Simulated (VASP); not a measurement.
OSZICAR of a VASP run on MgO (rock salt):

**OSZICAR**
```
       N       E                     dE             d eps       ncg     rms          rms(c)
DAV:   1     0.145227757413E+02    0.14523E+02   -0.48389E+03  1392   0.886E+02
DAV:   2    -0.106320676005E+02   -0.25155E+02   -0.24876E+02  1376   0.139E+02
DAV:   3    -0.109534467724E+02   -0.32138E+00   -0.32138E+00  1480   0.173E+01
DAV:   4    -0.109538640101E+02   -0.41724E-03   -0.41724E-03  1600   0.615E-01
DAV:   5    -0.109538641995E+02   -0.18947E-06   -0.18947E-06  1488   0.942E-03    0.771E+00
DAV:   6    -0.921561438778E+01    0.17382E+01   -0.11644E+01  1152   0.241E+01    0.234E+00
DAV:   7    -0.919925055509E+01    0.16364E-01   -0.56535E-02  1208   0.281E+00    0.133E+00
DAV:   8    -0.919286235059E+01    0.63882E-02   -0.29753E-02  1160   0.253E+00    0.164E-01
DAV:   9    -0.919273521101E+01    0.12714E-03   -0.41372E-04  1744   0.195E-01    0.742E-02
DAV:  10    -0.919284043800E+01   -0.10523E-03   -0.13919E-04  1168   0.128E-01    0.517E-03
DAV:  11    -0.919283993742E+01    0.50058E-06   -0.21360E-06  1568   0.110E-02    0.284E-03
DAV:  12    -0.919283988550E+01    0.51924E-07   -0.47618E-07  1168   0.717E-03
   1 F= -.91928399E+01 E0= -.91928399E+01  d E =0.000000E+00
```

Q: Which electronic solver shows in the log?

A: It is blocked Davidson (ALGO = Normal, or the opening steps of other solvers). The INCAR had ALGO = Normal.

Q: Can the final energy be trusted as converged?

A: The run converged. It stopped with EDIFF = 1E-7, NELM = 100 (optB88-vdW, plane waves, VASP's PBE PAW potentials (set 64)).

The compound is MgO in the rock salt structure. It was relaxed first.
